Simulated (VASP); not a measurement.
Output of a VASP run:

File OSZICAR:
```
       N       E                     dE             d eps       ncg     rms          rms(c)
DAV:   1     0.477167638085E+03    0.47717E+03   -0.22866E+04  1440   0.236E+03
DAV:   2     0.367030829034E+02   -0.44046E+03   -0.43259E+03  1544   0.541E+02
DAV:   3    -0.235705707890E+02   -0.60274E+02   -0.59125E+02  2000   0.207E+02
DAV:   4    -0.252365624236E+02   -0.16660E+01   -0.16653E+01  1552   0.381E+01
DAV:   5    -0.252943292002E+02   -0.57767E-01   -0.57763E-01  2008   0.706E+00    0.120E+01
DAV:   6    -0.211850711457E+02    0.41093E+01   -0.29775E+01  2216   0.457E+01    0.504E+00
DAV:   7    -0.210454998699E+02    0.13957E+00   -0.28125E+00  1872   0.134E+01    0.239E+00
DAV:   8    -0.210494892707E+02   -0.39894E-02   -0.66700E-01  1920   0.614E+00    0.118E+00
DAV:   9    -0.210217600649E+02    0.27729E-01   -0.14923E-01  2320   0.348E+00    0.192E-01
DAV:  10    -0.210233007456E+02   -0.15407E-02   -0.12205E-02  1552   0.766E-01    0.451E-02
DAV:  11    -0.210233477068E+02   -0.46961E-04   -0.81291E-04  2560   0.238E-01    0.407E-02
DAV:  12    -0.210233408210E+02    0.68859E-05   -0.51635E-05  1928   0.676E-02    0.321E-02
DAV:  13    -0.210233332531E+02    0.75679E-05   -0.15408E-04  2296   0.121E-01    0.196E-02
DAV:  14    -0.210233285462E+02    0.47069E-05   -0.37016E-05  2168   0.634E-02    0.125E-03
DAV:  15    -0.210233289142E+02   -0.36805E-06   -0.14119E-06  1048   0.880E-03
   1 F= -.16797086E+02 E0= -.16797086E+02  d E =-.167971E+02
```

**OUTCAR**
```
------------------------ aborting loop because EDIFF is reached ----------------------------------------
  FORCE on cell =-STRESS in cart. coord.  units (eV):
  Direction    XX          YY          ZZ          XY          YZ          ZX
  --------------------------------------------------------------------------------------
  Total        4.2929649      4.2929649      4.2495232      0.0000000      0.0000000      0.0000000
  in kB      101.5787576    101.5787576    100.5508551      0.0000000      0.0000000      0.0000000
  external PRESSURE =       1.2361235 kB  Pullay stress =     100.0000000 kB
  volume of cell :       67.71
      direct lattice vectors                 reciprocal lattice vectors
     4.001195040  0.000000000  0.000000000     0.249925332  0.000000000  0.000000000
     0.000000000  4.001195040  0.000000000     0.000000000  0.249925332  0.000000000
     0.000000000  0.000000000  4.229466398     0.000000000  0.000000000  0.236436445
 POSITION                                       TOTAL-FORCE (eV/Angst)
 -----------------------------------------------------------------------------------
      2.00060      0.00000      3.06740         0.000000      0.000000     -0.007348
      0.00000      2.00060      1.16206        -0.000000      0.000000      0.007348
      2.00060      2.00060      0.00000        -0.000000     -0.000000      0.000000
      0.00000      0.00000      0.00000         0.000000      0.000000      0.000000
 -----------------------------------------------------------------------------------
    total drift:                                0.000000     -0.000000     -0.000000
  FREE ENERGIE OF THE ION-ELECTRON SYSTEM (eV)
  ---------------------------------------------------
  free  energy   TOTEN  =       -21.0233289142 eV

  energy  without entropy=      -21.0233289142  energy(sigma->0) =      -21.02332891
  enthalpy is  TOTEN    =       -16.7970861506 eV   P V=        4.2262427636

 reached required accuracy - stopping structural energy minimisation
```
(Selected blocks of OUTCAR.)

### POSCAR
```
PbO
1
    4.0011950402     0.0000000000     0.0000000000
    0.0000000000     4.0011950402    -0.0000000000
    0.0000000000     0.0000000000     4.2294663981
Pb O
2 2
Direct
  0.5000000000   0.0000000000   0.7252457157
  0.0000000000   0.5000000000   0.2747542843
  0.5000000000   0.5000000000   0.0000000000
  0.0000000000   0.0000000000   0.0000000000
```

Task: Write an INCAR and KPOINTS that could have produced this output.

Result: This is not unique; one that fits is the input of the run itself, PBE GGA, plane waves, VASP's PBE PAW potentials (set 64).

File KPOINTS:
```
Automatic mesh
0
Gamma
6 6 5
0 0 0
```

### INCAR
```
SYSTEM  =  PbO
PREC  =  Accurate; ENCUT  =  620; LREAL  =  F
LASPH  =  T
EDIFF  =  1E-6; NELM  =  100; ALGO  =  Normal
LMAXMIX  =  4
ISMEAR  =  0; SIGMA  =  0.05
GGA  =  PE
IBRION  =  2; NSW  =  40; ISIF  =  3
EDIFFG  =  -0.02; PSTRESS  =  100
LWAVE  =  F; LCHARG  =  F
```

POTCAR, in this order: Pb_d O (PBE.64 set). Program: vasp_std.

Without a dispersion term in the relaxation, distances and binding between the weakly bound layers, chains or molecules are unreliable, and so is what depends on them.

The compound is PbO in the litharge structure. It was relaxed first under an external pressure of 10 GPa.
